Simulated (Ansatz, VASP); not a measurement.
# Cross-check of Ge (Germanium) between VASP and Ansatz

One calculation is typed for both programs; each brings its own data sets. How far apart do they land? The cell is taken from a series of runs on this material, whose earlier steps may have relaxed, scaled, displaced or heated it; both programs get it as it stands.

Main program and level: Ansatz 0.2.0; plane waves, with VASP 6.6.1 beside it; zone-centre phonons at LDA.

### 1. Set-up

Symmetry: I4_1/amd, No. 141, tetragonal system. Conventional cell: a = 4.015 Å, b = 4.015 Å, c = 5.578 Å, α = 90.00°, β = 90.00°, γ = 90.00°. Nearest to Ge lie 4 Ge at 2.44 Å.

Coordinates:

```xyz
2
Lattice="0.0000 2.8389 2.7891 2.8389 0.0000 2.7891 2.8389 2.8389 0.0000" Properties=species:S:1:pos:R:3 pbc="T T T"
Ge    2.8387    2.8387    2.7890
Ge    4.2585    4.2585    4.1838
```

### 2. VASP: zone-centre phonons, LDA

Second derivatives magnify differences that forces hide, and they need a tight electronic threshold.

Lines of VASP's logs that name or quote its potential files are left out, and so is its time.

INCAR reads:

```
SYSTEM = Ge
PREC = Accurate
ENCUT = 500
EDIFF = 1E-08
NELM = 120
ISMEAR = 0
SIGMA = 0.015
LREAL = .FALSE.
ALGO = Normal
GGA = PW92
NBANDS = 20
LORBIT = 11
LWAVE = .FALSE.
LCHARG = .FALSE.
ISIF = 2
ISYM = 2
IBRION = 8
LASPH = .TRUE.
GGA_COMPAT = .FALSE.
KPAR = 2
```

POSCAR reads:

```
Ge
1.0
    0.0000000000      2.8388500991      2.7891339364
    2.8388500991      0.0000000000      2.7891339364
    2.8388500991      2.8388500991      0.0000000000
Ge
2
Direct
    0.4999765368      0.4999765368      0.4999600245
    0.7500234632      0.7500234632      0.7500399755
```

KPOINTS reads:

```
Points of the shifted mesh
1728
Reciprocal
 0.0416666667  0.0416666667  0.0416666667 1
 0.0416666667  0.0416666667  0.1250000000 1
 0.0416666667  0.0416666667  0.2083333333 1
 0.0416666667  0.0416666667  0.2916666667 1
 0.0416666667  0.0416666667  0.3750000000 1
 0.0416666667  0.0416666667  0.4583333333 1
 0.0416666667  0.0416666667  0.5416666667 1
 0.0416666667  0.0416666667  0.6250000000 1
 0.0416666667  0.0416666667  0.7083333333 1
 0.0416666667  0.0416666667  0.7916666667 1
 0.0416666667  0.0416666667  0.8750000000 1
 0.0416666667  0.0416666667  0.9583333333 1
 0.0416666667  0.1250000000  0.0416666667 1
 0.0416666667  0.1250000000  0.1250000000 1
 0.0416666667  0.1250000000  0.2083333333 1
 0.0416666667  0.1250000000  0.2916666667 1
 0.0416666667  0.1250000000  0.3750000000 1
 0.0416666667  0.1250000000  0.4583333333 1
 0.0416666667  0.1250000000  0.5416666667 1
 0.0416666667  0.1250000000  0.6250000000 1
 0.0416666667  0.1250000000  0.7083333333 1
 0.0416666667  0.1250000000  0.7916666667 1
 0.0416666667  0.1250000000  0.8750000000 1
 0.0416666667  0.1250000000  0.9583333333 1
 0.0416666667  0.2083333333  0.0416666667 1
 0.0416666667  0.2083333333  0.1250000000 1
 0.0416666667  0.2083333333  0.2083333333 1
 0.0416666667  0.2083333333  0.2916666667 1
 0.0416666667  0.2083333333  0.3750000000 1
 0.0416666667  0.2083333333  0.4583333333 1
 0.0416666667  0.2083333333  0.5416666667 1
 0.0416666667  0.2083333333  0.6250000000 1
 0.0416666667  0.2083333333  0.7083333333 1
 0.0416666667  0.2083333333  0.7916666667 1
 0.0416666667  0.2083333333  0.8750000000 1
 0.0416666667  0.2083333333  0.9583333333 1
 0.0416666667  0.2916666667  0.0416666667 1
 0.0416666667  0.2916666667  0.1250000000 1
 0.0416666667  0.2916666667  0.2083333333 1
 0.0416666667  0.2916666667  0.2916666667 1
 0.0416666667  0.2916666667  0.3750000000 1
 0.0416666667  0.2916666667  0.4583333333 1
 0.0416666667  0.2916666667  0.5416666667 1
 0.0416666667  0.2916666667  0.6250000000 1
 0.0416666667  0.2916666667  0.7083333333 1
 0.0416666667  0.2916666667  0.7916666667 1
 0.0416666667  0.2916666667  0.8750000000 1
 0.0416666667  0.2916666667  0.9583333333 1
 0.0416666667  0.3750000000  0.0416666667 1
 0.0416666667  0.3750000000  0.1250000000 1
 0.0416666667  0.3750000000  0.2083333333 1
 0.0416666667  0.3750000000  0.2916666667 1
 0.0416666667  0.3750000000  0.3750000000 1
 0.0416666667  0.3750000000  0.4583333333 1
 0.0416666667  0.3750000000  0.5416666667 1
 0.0416666667  0.3750000000  0.6250000000 1
 0.0416666667  0.3750000000  0.7083333333 1
 0.0416666667  0.3750000000  0.7916666667 1
 0.0416666667  0.3750000000  0.8750000000 1
 0.0416666667  0.3750000000  0.9583333333 1
 0.0416666667  0.4583333333  0.0416666667 1
 0.0416666667  0.4583333333  0.1250000000 1
 0.0416666667  0.4583333333  0.2083333333 1
 0.0416666667  0.4583333333  0.2916666667 1
 0.0416666667  0.4583333333  0.3750000000 1
 0.0416666667  0.4583333333  0.4583333333 1
 0.0416666667  0.4583333333  0.5416666667 1
 0.0416666667  0.4583333333  0.6250000000 1
 0.0416666667  0.4583333333  0.7083333333 1
 0.0416666667  0.4583333333  0.7916666667 1
 0.0416666667  0.4583333333  0.8750000000 1
 0.0416666667  0.4583333333  0.9583333333 1
 0.0416666667  0.5416666667  0.0416666667 1
 0.0416666667  0.5416666667  0.1250000000 1
 0.0416666667  0.5416666667  0.2083333333 1
 0.0416666667  0.5416666667  0.2916666667 1
 0.0416666667  0.5416666667  0.3750000000 1
 0.0416666667  0.5416666667  0.4583333333 1
 0.0416666667  0.5416666667  0.5416666667 1
 0.0416666667  0.5416666667  0.6250000000 1
 0.0416666667  0.5416666667  0.7083333333 1
 0.0416666667  0.5416666667  0.7916666667 1
 0.0416666667  0.5416666667  0.8750000000 1
 0.0416666667  0.5416666667  0.9583333333 1
 0.0416666667  0.6250000000  0.0416666667 1
 0.0416666667  0.6250000000  0.1250000000 1
 0.0416666667  0.6250000000  0.2083333333 1
 0.0416666667  0.6250000000  0.2916666667 1
 0.0416666667  0.6250000000  0.3750000000 1
 0.0416666667  0.6250000000  0.4583333333 1
 0.0416666667  0.6250000000  0.5416666667 1
 0.0416666667  0.6250000000  0.6250000000 1
 0.0416666667  0.6250000000  0.7083333333 1
 0.0416666667  0.6250000000  0.7916666667 1
 0.0416666667  0.6250000000  0.8750000000 1
 0.0416666667  0.6250000000  0.9583333333 1
 0.0416666667  0.7083333333  0.0416666667 1
 0.0416666667  0.7083333333  0.1250000000 1
 0.0416666667  0.7083333333  0.2083333333 1
 0.0416666667  0.7083333333  0.2916666667 1
 0.0416666667  0.7083333333  0.3750000000 1
 0.0416666667  0.7083333333  0.4583333333 1
 0.0416666667  0.7083333333  0.5416666667 1
 0.0416666667  0.7083333333  0.6250000000 1
 0.0416666667  0.7083333333  0.7083333333 1
 0.0416666667  0.7083333333  0.7916666667 1
 0.0416666667  0.7083333333  0.8750000000 1
 0.0416666667  0.7083333333  0.9583333333 1
 0.0416666667  0.7916666667  0.0416666667 1
 0.0416666667  0.7916666667  0.1250000000 1
 0.0416666667  0.7916666667  0.2083333333 1
 0.0416666667  0.7916666667  0.2916666667 1
[... 1390 lines left out ...]
 0.8750000000  0.4583333333  0.1250000000 1
 0.8750000000  0.4583333333  0.2083333333 1
 0.8750000000  0.4583333333  0.2916666667 1
 0.8750000000  0.4583333333  0.3750000000 1
 0.8750000000  0.4583333333  0.4583333333 1
 0.8750000000  0.4583333333  0.5416666667 1
 0.8750000000  0.4583333333  0.6250000000 1
 0.8750000000  0.4583333333  0.7083333333 1
 0.8750000000  0.4583333333  0.7916666667 1
 0.8750000000  0.4583333333  0.8750000000 1
 0.8750000000  0.4583333333  0.9583333333 1
 0.8750000000  0.5416666667  0.0416666667 1
 0.8750000000  0.5416666667  0.1250000000 1
 0.8750000000  0.5416666667  0.2083333333 1
 0.8750000000  0.5416666667  0.2916666667 1
 0.8750000000  0.5416666667  0.3750000000 1
 0.8750000000  0.5416666667  0.4583333333 1
 0.8750000000  0.5416666667  0.5416666667 1
 0.8750000000  0.5416666667  0.6250000000 1
 0.8750000000  0.5416666667  0.7083333333 1
 0.8750000000  0.5416666667  0.7916666667 1
 0.8750000000  0.5416666667  0.8750000000 1
 0.8750000000  0.5416666667  0.9583333333 1
 0.8750000000  0.6250000000  0.0416666667 1
 0.8750000000  0.6250000000  0.1250000000 1
 0.8750000000  0.6250000000  0.2083333333 1
 0.8750000000  0.6250000000  0.2916666667 1
 0.8750000000  0.6250000000  0.3750000000 1
 0.8750000000  0.6250000000  0.4583333333 1
 0.8750000000  0.6250000000  0.5416666667 1
 0.8750000000  0.6250000000  0.6250000000 1
 0.8750000000  0.6250000000  0.7083333333 1
 0.8750000000  0.6250000000  0.7916666667 1
 0.8750000000  0.6250000000  0.8750000000 1
 0.8750000000  0.6250000000  0.9583333333 1
 0.8750000000  0.7083333333  0.0416666667 1
 0.8750000000  0.7083333333  0.1250000000 1
 0.8750000000  0.7083333333  0.2083333333 1
 0.8750000000  0.7083333333  0.2916666667 1
 0.8750000000  0.7083333333  0.3750000000 1
 0.8750000000  0.7083333333  0.4583333333 1
 0.8750000000  0.7083333333  0.5416666667 1
 0.8750000000  0.7083333333  0.6250000000 1
 0.8750000000  0.7083333333  0.7083333333 1
 0.8750000000  0.7083333333  0.7916666667 1
 0.8750000000  0.7083333333  0.8750000000 1
 0.8750000000  0.7083333333  0.9583333333 1
 0.8750000000  0.7916666667  0.0416666667 1
 0.8750000000  0.7916666667  0.1250000000 1
 0.8750000000  0.7916666667  0.2083333333 1
 0.8750000000  0.7916666667  0.2916666667 1
 0.8750000000  0.7916666667  0.3750000000 1
 0.8750000000  0.7916666667  0.4583333333 1
 0.8750000000  0.7916666667  0.5416666667 1
 0.8750000000  0.7916666667  0.6250000000 1
 0.8750000000  0.7916666667  0.7083333333 1
 0.8750000000  0.7916666667  0.7916666667 1
 0.8750000000  0.7916666667  0.8750000000 1
 0.8750000000  0.7916666667  0.9583333333 1
 0.8750000000  0.8750000000  0.0416666667 1
 0.8750000000  0.8750000000  0.1250000000 1
 0.8750000000  0.8750000000  0.2083333333 1
 0.8750000000  0.8750000000  0.2916666667 1
 0.8750000000  0.8750000000  0.3750000000 1
 0.8750000000  0.8750000000  0.4583333333 1
 0.8750000000  0.8750000000  0.5416666667 1
 0.8750000000  0.8750000000  0.6250000000 1
 0.8750000000  0.8750000000  0.7083333333 1
 0.8750000000  0.8750000000  0.7916666667 1
 0.8750000000  0.8750000000  0.8750000000 1
 0.8750000000  0.8750000000  0.9583333333 1
 0.8750000000  0.9583333333  0.0416666667 1
 0.8750000000  0.9583333333  0.1250000000 1
 0.8750000000  0.9583333333  0.2083333333 1
 0.8750000000  0.9583333333  0.2916666667 1
 0.8750000000  0.9583333333  0.3750000000 1
 0.8750000000  0.9583333333  0.4583333333 1
 0.8750000000  0.9583333333  0.5416666667 1
 0.8750000000  0.9583333333  0.6250000000 1
 0.8750000000  0.9583333333  0.7083333333 1
 0.8750000000  0.9583333333  0.7916666667 1
 0.8750000000  0.9583333333  0.8750000000 1
 0.8750000000  0.9583333333  0.9583333333 1
 0.9583333333  0.0416666667  0.0416666667 1
 0.9583333333  0.0416666667  0.1250000000 1
 0.9583333333  0.0416666667  0.2083333333 1
 0.9583333333  0.0416666667  0.2916666667 1
 0.9583333333  0.0416666667  0.3750000000 1
 0.9583333333  0.0416666667  0.4583333333 1
 0.9583333333  0.0416666667  0.5416666667 1
 0.9583333333  0.0416666667  0.6250000000 1
 0.9583333333  0.0416666667  0.7083333333 1
 0.9583333333  0.0416666667  0.7916666667 1
 0.9583333333  0.0416666667  0.8750000000 1
 0.9583333333  0.0416666667  0.9583333333 1
 0.9583333333  0.1250000000  0.0416666667 1
 0.9583333333  0.1250000000  0.1250000000 1
 0.9583333333  0.1250000000  0.2083333333 1
 0.9583333333  0.1250000000  0.2916666667 1
 0.9583333333  0.1250000000  0.3750000000 1
 0.9583333333  0.1250000000  0.4583333333 1
 0.9583333333  0.1250000000  0.5416666667 1
 0.9583333333  0.1250000000  0.6250000000 1
 0.9583333333  0.1250000000  0.7083333333 1
 0.9583333333  0.1250000000  0.7916666667 1
 0.9583333333  0.1250000000  0.8750000000 1
 0.9583333333  0.1250000000  0.9583333333 1
 0.9583333333  0.2083333333  0.0416666667 1
 0.9583333333  0.2083333333  0.1250000000 1
 0.9583333333  0.2083333333  0.2083333333 1
 0.9583333333  0.2083333333  0.2916666667 1
 0.9583333333  0.2083333333  0.3750000000 1
 0.9583333333  0.2083333333  0.4583333333 1
 0.9583333333  0.2083333333  0.5416666667 1
 0.9583333333  0.2083333333  0.6250000000 1
 0.9583333333  0.2083333333  0.7083333333 1
 0.9583333333  0.2083333333  0.7916666667 1
 0.9583333333  0.2083333333  0.8750000000 1
 0.9583333333  0.2083333333  0.9583333333 1
 0.9583333333  0.2916666667  0.0416666667 1
 0.9583333333  0.2916666667  0.1250000000 1
 0.9583333333  0.2916666667  0.2083333333 1
 0.9583333333  0.2916666667  0.2916666667 1
 0.9583333333  0.2916666667  0.3750000000 1
 0.9583333333  0.2916666667  0.4583333333 1
 0.9583333333  0.2916666667  0.5416666667 1
 0.9583333333  0.2916666667  0.6250000000 1
 0.9583333333  0.2916666667  0.7083333333 1
 0.9583333333  0.2916666667  0.7916666667 1
 0.9583333333  0.2916666667  0.8750000000 1
 0.9583333333  0.2916666667  0.9583333333 1
 0.9583333333  0.3750000000  0.0416666667 1
 0.9583333333  0.3750000000  0.1250000000 1
 0.9583333333  0.3750000000  0.2083333333 1
 0.9583333333  0.3750000000  0.2916666667 1
 0.9583333333  0.3750000000  0.3750000000 1
 0.9583333333  0.3750000000  0.4583333333 1
 0.9583333333  0.3750000000  0.5416666667 1
 0.9583333333  0.3750000000  0.6250000000 1
 0.9583333333  0.3750000000  0.7083333333 1
 0.9583333333  0.3750000000  0.7916666667 1
 0.9583333333  0.3750000000  0.8750000000 1
 0.9583333333  0.3750000000  0.9583333333 1
 0.9583333333  0.4583333333  0.0416666667 1
 0.9583333333  0.4583333333  0.1250000000 1
 0.9583333333  0.4583333333  0.2083333333 1
 0.9583333333  0.4583333333  0.2916666667 1
 0.9583333333  0.4583333333  0.3750000000 1
 0.9583333333  0.4583333333  0.4583333333 1
 0.9583333333  0.4583333333  0.5416666667 1
 0.9583333333  0.4583333333  0.6250000000 1
 0.9583333333  0.4583333333  0.7083333333 1
 0.9583333333  0.4583333333  0.7916666667 1
 0.9583333333  0.4583333333  0.8750000000 1
 0.9583333333  0.4583333333  0.9583333333 1
 0.9583333333  0.5416666667  0.0416666667 1
 0.9583333333  0.5416666667  0.1250000000 1
 0.9583333333  0.5416666667  0.2083333333 1
 0.9583333333  0.5416666667  0.2916666667 1
 0.9583333333  0.5416666667  0.3750000000 1
 0.9583333333  0.5416666667  0.4583333333 1
 0.9583333333  0.5416666667  0.5416666667 1
 0.9583333333  0.5416666667  0.6250000000 1
 0.9583333333  0.5416666667  0.7083333333 1
 0.9583333333  0.5416666667  0.7916666667 1
 0.9583333333  0.5416666667  0.8750000000 1
 0.9583333333  0.5416666667  0.9583333333 1
 0.9583333333  0.6250000000  0.0416666667 1
 0.9583333333  0.6250000000  0.1250000000 1
 0.9583333333  0.6250000000  0.2083333333 1
 0.9583333333  0.6250000000  0.2916666667 1
 0.9583333333  0.6250000000  0.3750000000 1
 0.9583333333  0.6250000000  0.4583333333 1
 0.9583333333  0.6250000000  0.5416666667 1
 0.9583333333  0.6250000000  0.6250000000 1
 0.9583333333  0.6250000000  0.7083333333 1
 0.9583333333  0.6250000000  0.7916666667 1
 0.9583333333  0.6250000000  0.8750000000 1
 0.9583333333  0.6250000000  0.9583333333 1
 0.9583333333  0.7083333333  0.0416666667 1
 0.9583333333  0.7083333333  0.1250000000 1
 0.9583333333  0.7083333333  0.2083333333 1
 0.9583333333  0.7083333333  0.2916666667 1
 0.9583333333  0.7083333333  0.3750000000 1
 0.9583333333  0.7083333333  0.4583333333 1
 0.9583333333  0.7083333333  0.5416666667 1
 0.9583333333  0.7083333333  0.6250000000 1
 0.9583333333  0.7083333333  0.7083333333 1
 0.9583333333  0.7083333333  0.7916666667 1
 0.9583333333  0.7083333333  0.8750000000 1
 0.9583333333  0.7083333333  0.9583333333 1
 0.9583333333  0.7916666667  0.0416666667 1
 0.9583333333  0.7916666667  0.1250000000 1
 0.9583333333  0.7916666667  0.2083333333 1
 0.9583333333  0.7916666667  0.2916666667 1
 0.9583333333  0.7916666667  0.3750000000 1
 0.9583333333  0.7916666667  0.4583333333 1
 0.9583333333  0.7916666667  0.5416666667 1
 0.9583333333  0.7916666667  0.6250000000 1
 0.9583333333  0.7916666667  0.7083333333 1
 0.9583333333  0.7916666667  0.7916666667 1
 0.9583333333  0.7916666667  0.8750000000 1
 0.9583333333  0.7916666667  0.9583333333 1
 0.9583333333  0.8750000000  0.0416666667 1
 0.9583333333  0.8750000000  0.1250000000 1
 0.9583333333  0.8750000000  0.2083333333 1
 0.9583333333  0.8750000000  0.2916666667 1
 0.9583333333  0.8750000000  0.3750000000 1
 0.9583333333  0.8750000000  0.4583333333 1
 0.9583333333  0.8750000000  0.5416666667 1
 0.9583333333  0.8750000000  0.6250000000 1
 0.9583333333  0.8750000000  0.7083333333 1
 0.9583333333  0.8750000000  0.7916666667 1
 0.9583333333  0.8750000000  0.8750000000 1
 0.9583333333  0.8750000000  0.9583333333 1
 0.9583333333  0.9583333333  0.0416666667 1
 0.9583333333  0.9583333333  0.1250000000 1
 0.9583333333  0.9583333333  0.2083333333 1
 0.9583333333  0.9583333333  0.2916666667 1
 0.9583333333  0.9583333333  0.3750000000 1
 0.9583333333  0.9583333333  0.4583333333 1
 0.9583333333  0.9583333333  0.5416666667 1
 0.9583333333  0.9583333333  0.6250000000 1
 0.9583333333  0.9583333333  0.7083333333 1
 0.9583333333  0.9583333333  0.7916666667 1
 0.9583333333  0.9583333333  0.8750000000 1
 0.9583333333  0.9583333333  0.9583333333 1
```

The projector-augmented-wave data sets are Ge_d (LDA family, release 64).

The run is started by

```console
$ mpirun -np 2 vasp_std
```

Numbers of over 12 decimals in the logs are rounded to 6 here.

Output:

```text
[banner, memory and clock lines left out]
running    2 mpi-ranks, on    1 nodes
 distrk:  each k-point on    1 cores,    2 groups
 distr:  one band on    1 cores,    1 groups

 POSCAR found type information on POSCAR Ge
 POSCAR found :  1 types and       2 ions
|                                                                             |
|               ----> ADVICE to this user running VASP <----                  |
|                                                                             |
|     You enforced a specific xc type in the INCAR file but a different       |
|     [... a line on the potential file left out ...]
|     I HOPE YOU KNOW WHAT YOU ARE DOING!                                     |
|                                                                             |

 LDA part: xc-table for (Slater(with rela. corr.)+PW92), standard interpolation
 POSCAR, INCAR and KPOINTS ok, starting setup
 FFT: planning ... GRIDC
 FFT: planning ... GRID_SOFT
 FFT: planning ... GRID
 WAVECAR not read
 entering main loop
       N       E                     dE             d eps       ncg     rms          rms(c)
DAV:   1     0.183582804457E+03    0.18358E+03   -0.14734E+04 74440   0.370E+03
DAV:   2     0.150633515593E+02   -0.16852E+03   -0.16406E+03 69260   0.585E+02
DAV:   3    -0.975515474613E+01   -0.24819E+02   -0.24641E+02 77828   0.144E+02
DAV:   4    -0.105477569000E+02   -0.79260E+00   -0.79203E+00 78052   0.302E+01
DAV:   5    -0.105606458676E+02   -0.12889E-01   -0.12889E-01 77020   0.419E+00    0.331E+00
DAV:   6    -0.104422939805E+02    0.11835E+00   -0.38459E-02 76868   0.168E+00    0.189E+00
DAV:   7    -0.103827199840E+02    0.59574E-01   -0.77207E-02 72316   0.207E+00    0.139E-01
DAV:   8    -0.103834026660E+02   -0.68268E-03   -0.55184E-03 78480   0.856E-01    0.461E-02
DAV:   9    -0.103834419776E+02   -0.39312E-04   -0.85632E-05 80484   0.979E-02    0.128E-02
DAV:  10    -0.103834386203E+02    0.33573E-05   -0.92991E-06 93860   0.452E-02    0.414E-03
DAV:  11    -0.103834385133E+02    0.10700E-06   -0.96552E-07 73828   0.808E-03    0.180E-03
DAV:  12    -0.103834385195E+02   -0.61518E-08   -0.65197E-08 93716   0.348E-03
   1 F= -.10383439E+02 E0= -.10383439E+02  d E =-.563100E-09
 Linear response reoptimize wavefunctions to high precision
DAV:   1    -0.103834385191E+02    0.30650E-09   -0.33187E-09 60784   0.527E-04
DAV:   2    -0.103834385192E+02   -0.20009E-10   -0.18769E-10 44436   0.160E-04
 Linear response DOF=           2
 Linear response progress:
  Degree of freedom:   1/  2
       N       E                     dE             d eps       ncg     rms          rms(c)
RMM:   1    -0.188241928461E+00   -0.18824E+00    0.84748E+00 84617   0.447E+01
RMM:   2    -0.195707182094E+00   -0.74653E-02   -0.13388E-02111692   0.110E+00    0.747E-02
RMM:   3    -0.195754271102E+00   -0.47089E-04   -0.95461E-04118581   0.321E-01    0.429E-02
RMM:   4    -0.195691200848E+00    0.63070E-04   -0.65947E-05126686   0.834E-02    0.486E-03
RMM:   5    -0.195697615786E+00   -0.64149E-05   -0.46379E-06122198   0.194E-02    0.239E-03
RMM:   6    -0.195708650063E+00   -0.11034E-04   -0.24087E-07123848   0.534E-03    0.319E-04
RMM:   7    -0.195707905827E+00    0.74424E-06   -0.49868E-08127599   0.181E-03    0.211E-04
RMM:   8    -0.195707550700E+00    0.35513E-06   -0.52089E-09129059   0.636E-04    0.435E-05
RMM:   9    -0.195707391762E+00    0.15894E-06   -0.41326E-09128904   0.299E-04    0.182E-05
RMM:  10    -0.195707516104E+00   -0.12434E-06   -0.14570E-08129501   0.152E-04    0.578E-06
RMM:  11    -0.195707522989E+00   -0.68849E-08   -0.17637E-08129542   0.946E-05    0.331E-06
 first order change of Fermi-energy   0.22717E+01
 force on displaced ion       1 direction 1 : -11.335  -0.006   0.002
 Linear response progress:
  Degree of freedom:   2/  2
       N       E                     dE             d eps       ncg     rms          rms(c)
RMM:   1    -0.188045047302E+00   -0.18805E+00    0.85827E+00 84445   0.450E+01
RMM:   2    -0.195542519782E+00   -0.74975E-02   -0.13605E-02112138   0.110E+00    0.736E-02
RMM:   3    -0.195582801824E+00   -0.40282E-04   -0.92954E-04118442   0.315E-01    0.423E-02
RMM:   4    -0.195517364727E+00    0.65437E-04   -0.66404E-05126763   0.830E-02    0.494E-03
RMM:   5    -0.195523837074E+00   -0.64723E-05   -0.44662E-06122237   0.191E-02    0.236E-03
RMM:   6    -0.195534599464E+00   -0.10762E-04   -0.25547E-07124183   0.531E-03    0.336E-04
RMM:   7    -0.195534023083E+00    0.57638E-06   -0.49374E-08127531   0.176E-03    0.215E-04
RMM:   8    -0.195533762509E+00    0.26057E-06   -0.78714E-09129248   0.620E-04    0.430E-05
RMM:   9    -0.195533593263E+00    0.16925E-06   -0.48470E-09128441   0.292E-04    0.167E-05
RMM:  10    -0.195533693124E+00   -0.99861E-07   -0.77634E-09129458   0.149E-04    0.575E-06
RMM:  11    -0.195533707624E+00   -0.14500E-07   -0.16210E-08130266   0.934E-05    0.286E-06
RMM:  12    -0.195533727274E+00   -0.19651E-07   -0.15302E-08133798   0.691E-05    0.175E-06
RMM:  13    -0.195533745094E+00   -0.17820E-07   -0.43074E-09135216   0.581E-05    0.205E-07
RMM:  14    -0.195533743208E+00    0.18866E-08   -0.35100E-09115463   0.521E-05    0.198E-07
 first order change of Fermi-energy  -0.89001E-02
 force on displaced ion       1 direction 3 :   0.002   0.002 -11.331
 Linear response finished
```

[end of part 1 of 2]

[Lines on the potential files, build, host, timing and source positions are cut from VASP's logs without a mark.]

[Logs are printed without paths, hosts, clocks, repeated set-up lines and the standing remarks that a program may print on its own settings, such as how far it seeks lower states.]

[Hosts, paths, dates, database ids (printed as entryN), source tags and the programs' standing remarks are cut or masked in the printed files.]
